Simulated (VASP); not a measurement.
Output of a VASP run:

### OSZICAR
```
       N       E                     dE             d eps       ncg     rms          rms(c)
DAV:   1     0.128374866333E+03    0.12837E+03   -0.11773E+04  1712   0.195E+03
DAV:   2    -0.111925487340E+01   -0.12949E+03   -0.12569E+03  1792   0.342E+02
DAV:   3    -0.526185946422E+01   -0.41426E+01   -0.41278E+01  1911   0.701E+01
DAV:   4    -0.529091477644E+01   -0.29055E-01   -0.29054E-01  2023   0.522E+00
DAV:   5    -0.529122372948E+01   -0.30895E-03   -0.30895E-03  2030   0.540E-01    0.778E+00
DAV:   6    -0.480627708194E+01    0.48495E+00   -0.17952E+00  1708   0.152E+01    0.473E+00
DAV:   7    -0.478188334476E+01    0.24394E-01   -0.36798E-02  2209   0.485E+00    0.264E+00
DAV:   8    -0.477287966069E+01    0.90037E-02   -0.12500E-02  1883   0.132E+00    0.176E-01
DAV:   9    -0.477290153925E+01   -0.21879E-04   -0.43763E-04  1990   0.286E-01    0.789E-02
DAV:  10    -0.477290940643E+01   -0.78672E-05   -0.61188E-05  2065   0.137E-01    0.193E-02
DAV:  11    -0.477290963401E+01   -0.22758E-06   -0.13858E-05  1890   0.958E-02    0.478E-03
DAV:  12    -0.477290952145E+01    0.11256E-06   -0.28347E-07   959   0.151E-02
   1 F= -.47729095E+01 E0= -.47728258E+01  d E =-.477291E+01
```

OUTCAR:
```
------------------------ aborting loop because EDIFF is reached ----------------------------------------
  FORCE on cell =-STRESS in cart. coord.  units (eV):
  Direction    XX          YY          ZZ          XY          YZ          ZX
  --------------------------------------------------------------------------------------
  Total       -0.0192934     -0.0192934     -0.0192934      0.0000000      0.0000000     -0.0000000
  in kB       -0.9508541     -0.9508541     -0.9508541      0.0000000      0.0000000     -0.0000000
  external PRESSURE =      -0.9508541 kB  Pullay stress =       0.0000000 kB
  volume of cell :       32.51
      direct lattice vectors                 reciprocal lattice vectors
     3.191553473  0.000000000  0.000000000     0.313327039  0.000000000  0.000000000
     0.000000000  3.191553473  0.000000000     0.000000000  0.313327039  0.000000000
     0.000000000  0.000000000  3.191553473     0.000000000  0.000000000  0.313327039
 POSITION                                       TOTAL-FORCE (eV/Angst)
 -----------------------------------------------------------------------------------
      1.59578      1.59578      1.59578         0.000000      0.000000      0.000000
      0.00000      0.00000      0.00000         0.000000      0.000000      0.000000
 -----------------------------------------------------------------------------------
    total drift:                                0.000000      0.000000     -0.000000
  FREE ENERGIE OF THE ION-ELECTRON SYSTEM (eV)
  ---------------------------------------------------
  free  energy   TOTEN  =        -4.7729095215 eV

  energy  without entropy=       -4.7726582593  energy(sigma->0) =       -4.77282577

 reached required accuracy - stopping structural energy minimisation
```
(Selected blocks of OUTCAR.)

**POSCAR**
```
AuZn
1
    3.1915534728    -0.0000000000    -0.0000000000
   -0.0000000000     3.1915534728     0.0000000000
   -0.0000000000    -0.0000000000     3.1915534728
Zn Au
1 1
Direct
  0.5000000000   0.5000000000   0.5000000000
  0.0000000000   0.0000000000   0.0000000000
```

Question: Write an INCAR and KPOINTS that could have produced this output.

Answer: This is not unique; one that fits is the input of the run itself, PW91 GGA, plane waves, VASP's PBE PAW potentials (set 64).

**KPOINTS**
```
K-points
0
gamma
10 10 10
0 0 0
```

### INCAR
```
ALGO = Normal
EDIFF = 1E-6
EDIFFG = -0.01
ENCUT = 520
GGA = 91
IBRION = 2
ISIF = 3
ISMEAR = 1
LASPH = .TRUE.
LCHARG = .FALSE.
LMAXMIX = 6
LREAL = .FALSE.
LWAVE = .FALSE.
NELM = 100
NSW = 60
PREC = Accurate
SIGMA = 0.1
SYSTEM = AuZn
```

POTCAR, in this order: Zn Au (PBE.64 set). Program: vasp_std.

The compound is AuZn in the CsCl type structure. It was relaxed first. The start is the result of an earlier pass. The electron count is odd and the run is not spin-polarised, which forces a metal.
